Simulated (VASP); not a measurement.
An input for Quantum ESPRESSO's pw.x (written as the equivalent of a VASP run, and not itself run):

```
&CONTROL
  calculation = 'scf'
  pseudo_dir = './pseudo'
  outdir = './out'
  tprnfor = .true.
  tstress = .true.
/
&SYSTEM
  ibrav = 0
  nat = 1
  ntyp = 1
  ecutwfc = 82
  occupations = 'tetrahedra'
  input_dft = 'pbe'
/
&ELECTRONS
  conv_thr = 7.3e-09
  electron_maxstep = 100
/
ATOMIC_SPECIES
  Nb 92.906 Nb.upf
CELL_PARAMETERS angstrom
    -1.6547541    1.6547541    1.6547541
     1.6547541   -1.6547541    1.6547541
     1.6547541    1.6547541   -1.6547541
ATOMIC_POSITIONS crystal
  Nb   0.0000000  0.0000000  0.0000000
K_POINTS automatic
  17 17 17 0 0 0
```

**Question.** Write the VASP files for the same calculation (PBE).

**Answer.** Several could match; the one computed here: 
File POSCAR:
```
Nb
1.6547540
 -1.0000000835   1.0000000835   1.0000000835
  1.0000000835  -1.0000000835   1.0000000835
  1.0000000835   1.0000000835  -1.0000000835
Nb
1
Cart
  0.0000000000   0.0000000000   0.0000000000
```

### KPOINTS
```
kpoints
0
Gamma
  17 17 17
```

INCAR:
```
ALGO = Normal
EDIFF = 1E-7
ENCUT = 520
GGA = PE
ISIF = 2
ISMEAR = -5
LASPH = .TRUE.
LCHARG = .TRUE.
LMAXMIX = 4
LORBIT = 11
LREAL = .FALSE.
LWAVE = .FALSE.
NEDOS = 601
NELM = 100
PREC = Accurate
SYSTEM = Nb
```

POTCAR, in this order: Nb_sv (PBE.64 set). Program: vasp_std.

What does not carry over: the potentials are each code's own (VASP's PAW set, PseudoDojo norm-conserving files in pw.x), so ENCUT and ecutwfc are chosen apart and not converted; conv_thr bounds pw.x's estimated SCF error, while EDIFF bounds the energy change between steps.

The compound is Nb in the bcc structure. It was relaxed first.
